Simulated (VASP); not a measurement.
# ScAlN2 (I4_1/amd) in VASP: a series of runs, part 2 of 2

VASP 6.6.1.

### Step 4. Single point, PBE

INCAR

```
PREC     = Accurate       # precision mode
ENCUT    = 460            # plane-wave cutoff, eV
EDIFF    = 1E-7           # SCF threshold, eV
ISMEAR   = 0              # smearing method
SIGMA    = 0.05           # smearing width, eV
LREAL    = False          # projectors in reciprocal space
LASPH    = True           # aspherical terms in the spheres
NELM     = 100            # most SCF steps
ALGO     = Normal         # electronic algorithm
ISIF     = 2              # what is computed and relaxed
LWAVE    = False          # write WAVECAR
LCHARG   = False          # write CHGCAR
GGA      = PE             # functional
ADDGRID  = False
```

KPOINTS

```
regular mesh
0
Gamma
  4 4 4
```

POSCAR

```
ScAlN2
1.0
   -2.1994840000      2.1994840000      4.1986215000
    2.1994840000     -2.1994840000      4.1986215000
    2.1994840000      2.1994840000     -4.1986215000
Sc Al N
2 2 4
Direct
    0.0000000000      0.0000000000      0.0000000000
    0.7500000000      0.2500000000      0.5000000000
    0.5000000000      0.5000000000      0.0000000000
    0.2500000000      0.7500000000      0.5000000000
    0.7375140000      0.7375140000      0.0000000000
    0.0124860000      0.5124860000      0.5000000000
    0.2624860000      0.2624860000      0.0000000000
    0.4875140000      0.9875140000      0.5000000000
```

Potentials or basis: VASP PAW PBE potentials, release 64 (Sc_sv, Al, N).

The run is started by

```bash
> cat potpaw_PBE.64/Sc_sv/POTCAR potpaw_PBE.64/Al/POTCAR potpaw_PBE.64/N/POTCAR > POTCAR
> mpirun -np 1 vasp_std > vasp.out
```

OUTCAR:

```text
PREC = Accurate
   ENCUT = 460
   EDIFF = 1E-7
   ISMEAR = 0
   LREAL = False
   LASPH = True
   NELM = 100
   ISIF = 2
   GGA = PE

 Found     13 irreducible k-points:

 Following reciprocal coordinates:
            Coordinates               Weight
  0.000000  0.000000  0.000000      1.000000
  0.250000  0.000000  0.000000      8.000000
  0.500000  0.000000  0.000000      4.000000
  0.250000  0.250000  0.000000      8.000000
  0.500000  0.250000  0.000000     16.000000
 -0.250000  0.250000  0.000000      4.000000
   k-points           NKPTS =     13   k-points in BZ     NKDIM =     13   number of bands    NBANDS=     29
   number of dos      NEDOS =    301   number of ions     NIONS =      8
   total plane-waves  NPLWV =  64000
   dimension x,y,z NGX =    40 NGY =   40 NGZ =   40
   dimension x,y,z NGXF=    80 NGYF=   80 NGZF=   80
   ions per type =               2   2   4
   NGX,Y,Z   is equivalent  to a cutoff of  12.73, 12.73, 12.73 a.u.
   NGXF,Y,Z  is equivalent  to a cutoff of  25.45, 25.45, 25.45 a.u.
 SYSTEM =  unknown system
   PREC   = accura    normal or accurate (medium, high low for compatibility)
   ISTART =      0    job   : 0-new  1-cont  2-samecut
[... 58 lines left out ...]

 val. band max:        7.2644916054   @ k =   0.0000   0.0000   0.0000
 cond. band min:       8.2164451688   @ k =   0.5000   0.5000   0.5000
 fundamental gap:      0.9519535634
 Fermi energy:         7.5301123507

 k-point     1 :       0.0000    0.0000    0.0000
  band No.  band energies     occupation
      1     -40.9252      2.00000
      2     -40.8191      2.00000
      3     -19.8274      2.00000
      4     -19.6748      2.00000
      5     -19.6748      2.00000
      6     -19.5176      2.00000
[... 181 lines left out ...]
     28      11.3935      0.00000
     29      12.0263      0.00000

 [... further k-points ...]
[... 5 lines left out ...]
  --------------------------------------------------------------------------------------
  -------------------------------------------------------------------------------------
  Total       -0.2693721     -0.2693721     -0.2892197      0.0000000     -0.0000000      0.0000000
  in kB       -5.3119603     -5.3119603     -5.7033509      0.0000000     -0.0000000      0.0000000
  external PRESSURE =      -5.4424238 kB  Pullay stress =       0.0000000 kB

 VOLUME and BASIS-vectors are now :
 -----------------------------------------------------------------------------
  energy-cutoff  :      460.00
  volume of cell :       81.25
      direct lattice vectors                 reciprocal lattice vectors
    -2.199484000  2.199484000  4.198621500     0.000000000  0.227326046  0.119086705
     2.199484000 -2.199484000  4.198621500     0.227326046  0.000000000  0.119086705
     2.199484000  2.199484000 -4.198621500     0.227326046  0.227326046  0.000000000

 POSITION                                       TOTAL-FORCE (eV/Angst)
 -----------------------------------------------------------------------------------
      0.00000      0.00000      0.00000        -0.000000     -0.000000     -0.000000
      0.00000      2.19948      2.09931        -0.000000     -0.000000     -0.000000
      0.00000      0.00000      4.19862        -0.000000     -0.000000     -0.000000
      2.19948      0.00000      2.09931        -0.000000     -0.000000     -0.000000
      0.00000      0.00000      6.19308         0.000000      0.000000     -0.000626
      2.19948      0.00000      0.10485        -0.000000     -0.000000      0.000626
      0.00000      0.00000      2.20416         0.000000      0.000000      0.000626
      2.19948      0.00000      4.09377        -0.000000     -0.000000     -0.000626
 -----------------------------------------------------------------------------------
    total drift:                               -0.000000      0.000000     -0.000000

  FREE ENERGIE OF THE ION-ELECTRON SYSTEM (eV)
  ---------------------------------------------------
  free  energy   TOTEN  =       -64.8541248698 eV

  energy  without entropy=      -64.8541248698  energy(sigma->0) =      -64.85412487
```

OSZICAR:

```text
N       E                     dE             d eps       ncg     rms          rms(c)
DAV:   1     0.615154115049E+03    0.61515E+03   -0.20118E+04   754   0.157E+03
DAV:   2     0.409646362418E+02   -0.57419E+03   -0.56355E+03   858   0.578E+02
DAV:   3    -0.709190306248E+02   -0.11188E+03   -0.10745E+03  1287   0.199E+02
DAV:   4    -0.775854013719E+02   -0.66664E+01   -0.66315E+01  1196   0.532E+01
DAV:   5    -0.776994983666E+02   -0.11410E+00   -0.11372E+00  1175   0.898E+00    0.240E+01
DAV:   6    -0.648536722481E+02    0.12846E+02   -0.70901E+01  1140   0.594E+01    0.976E+00
DAV:   7    -0.649522557730E+02   -0.98584E-01   -0.33116E+00  1178   0.134E+01    0.644E+00
DAV:   8    -0.648813181737E+02    0.70938E-01   -0.67536E-01  1076   0.541E+00    0.127E+00
DAV:   9    -0.648566945022E+02    0.24624E-01   -0.78509E-02  1124   0.154E+00    0.612E-01
DAV:  10    -0.648540121319E+02    0.26824E-02   -0.21859E-02  1132   0.115E+00    0.138E-01
DAV:  11    -0.648541846997E+02   -0.17257E-03   -0.14817E-03  1276   0.344E-01    0.680E-02
DAV:  12    -0.648541289189E+02    0.55781E-04   -0.40129E-04  1180   0.183E-01    0.216E-02
DAV:  13    -0.648541267874E+02    0.21315E-05   -0.59320E-05  1156   0.942E-02    0.119E-02
DAV:  14    -0.648541249229E+02    0.18645E-05   -0.98660E-06  1138   0.384E-02    0.427E-03
DAV:  15    -0.648541248698E+02    0.53184E-07   -0.62284E-07   964   0.795E-03
   1 F= -.64854125E+02 E0= -.64854125E+02  d E =-.488295E-15
```

Wall time 68 s (1 thread of AMD EPYC 7R13 (Zen 3), shared host); peak memory 0.2 GiB.

The run converged, but some of its settings lie outside the range that counts as converged, so its numbers aren't taken as properties of the crystal.

Results:

```
Free energy            : -64.8541 eV
Pressure               : -0.5 GPa
Band gap on the k mesh : 0.95 eV, indirect (least direct gap 1.05 eV)
```

Caveat: the k mesh is coarse (spacing up to 0.50 Å⁻¹), so the values aren't converged; the cutoff is under 1.25 times the usual one of these potentials, so pressure, stress and relaxed cells hold a basis-set (Pulay) error.

### Step 5. Single point, PBE

INCAR, as its differences from that of step 4:

```diff
@@ -4,3 +4,3 @@
 ISMEAR   = 0              # smearing method
-SIGMA    = 0.05           # smearing width, eV
+SIGMA    = 0.2            # smearing width, eV
 LREAL    = False          # projectors in reciprocal space
```

KPOINTS is that of step 4.

POSCAR is that of step 4.

Potentials or basis: VASP PAW PBE potentials, release 64 (Sc_sv, Al, N).

The run is started by

```bash
> cat potpaw_PBE.64/Sc_sv/POTCAR potpaw_PBE.64/Al/POTCAR potpaw_PBE.64/N/POTCAR > POTCAR
> mpirun -np 1 vasp_std > vasp.out
```

OUTCAR:

```text
PREC = Accurate
   ENCUT = 460
   EDIFF = 1E-7
   ISMEAR = 0
   LREAL = False
   LASPH = True
   NELM = 100
   ISIF = 2
   GGA = PE

 Found     13 irreducible k-points:

 Following reciprocal coordinates:
            Coordinates               Weight
  0.000000  0.000000  0.000000      1.000000
  0.250000  0.000000  0.000000      8.000000
[... 278 lines left out ...]
  -------------------------------------------------------------------------------------
  Total       -0.2693644     -0.2693644     -0.2891521      0.0000000      0.0000000      0.0000000
  in kB       -5.3118098     -5.3118098     -5.7020179      0.0000000      0.0000000      0.0000000
  external PRESSURE =      -5.4418792 kB  Pullay stress =       0.0000000 kB

 VOLUME and BASIS-vectors are now :
 -----------------------------------------------------------------------------
  energy-cutoff  :      460.00
  volume of cell :       81.25
      direct lattice vectors                 reciprocal lattice vectors
    -2.199484000  2.199484000  4.198621500     0.000000000  0.227326046  0.119086705
     2.199484000 -2.199484000  4.198621500     0.227326046  0.000000000  0.119086705
     2.199484000  2.199484000 -4.198621500     0.227326046  0.227326046  0.000000000

 POSITION                                       TOTAL-FORCE (eV/Angst)
 -----------------------------------------------------------------------------------
      0.00000      0.00000      0.00000        -0.000000     -0.000000      0.000000
      0.00000      2.19948      2.09931        -0.000000     -0.000000     -0.000000
      0.00000      0.00000      4.19862        -0.000000     -0.000000     -0.000000
      2.19948      0.00000      2.09931        -0.000000     -0.000000     -0.000000
      0.00000      0.00000      6.19308         0.000000     -0.000000     -0.000646
      2.19948      0.00000      0.10485        -0.000000      0.000000      0.000646
      0.00000      0.00000      2.20416         0.000000     -0.000000      0.000646
      2.19948      0.00000      4.09377        -0.000000      0.000000     -0.000646
 -----------------------------------------------------------------------------------
    total drift:                               -0.000000      0.000000     -0.000000

  FREE ENERGIE OF THE ION-ELECTRON SYSTEM (eV)
  ---------------------------------------------------
  free  energy   TOTEN  =       -64.8541266413 eV

  energy  without entropy=      -64.8541016975  energy(sigma->0) =      -64.85411417
```

It took 66 s on 1 thread of AMD EPYC 7R13 (Zen 3), shared host; peak memory 0.2 GiB.

These settings aren't checked as converged: the numbers below hold their error.

What came out:

```
Free energy            : -64.8541 eV
Pressure               : -0.5 GPa
Band gap on the k mesh : 0.95 eV, indirect (least direct gap 1.05 eV)
```

Caveat: the k mesh is coarse (spacing up to 0.50 Å⁻¹), so the values aren't converged; the cutoff is under 1.25 times the usual one of these potentials, so pressure, stress and relaxed cells hold a basis-set (Pulay) error.

### Step 6. Single point, PBE

INCAR, as its differences from that of step 5:

```diff
@@ -4,3 +4,3 @@
 ISMEAR   = 0              # smearing method
-SIGMA    = 0.2            # smearing width, eV
+SIGMA    = 0.01           # smearing width, eV
 LREAL    = False          # projectors in reciprocal space
```

KPOINTS is that of step 5.

POSCAR is that of step 5.

Potentials or basis: VASP PAW PBE potentials, release 64 (Sc_sv, Al, N).

The run is started by

```bash
> cat potpaw_PBE.64/Sc_sv/POTCAR potpaw_PBE.64/Al/POTCAR potpaw_PBE.64/N/POTCAR > POTCAR
> mpirun -np 1 vasp_std > vasp.out
```

It took 45 s on 1 thread of AMD EPYC 7R13 (Zen 3), shared host; peak memory 0.2 GiB.

The run converged, but some of its settings lie outside the range that counts as converged, so its numbers aren't taken as properties of the crystal.

What came out:

| Quantity | Value |
| --- | --- |
| Free energy | -64.8541 eV |
| Pressure | -0.5 GPa |
| Band gap on the k mesh | 0.95 eV, indirect (least direct gap 1.05 eV) |

Caveat: the k mesh is coarse (spacing up to 0.50 Å⁻¹), so the values aren't converged; the cutoff is under 1.25 times the usual one of these potentials, so pressure, stress and relaxed cells hold a basis-set (Pulay) error.
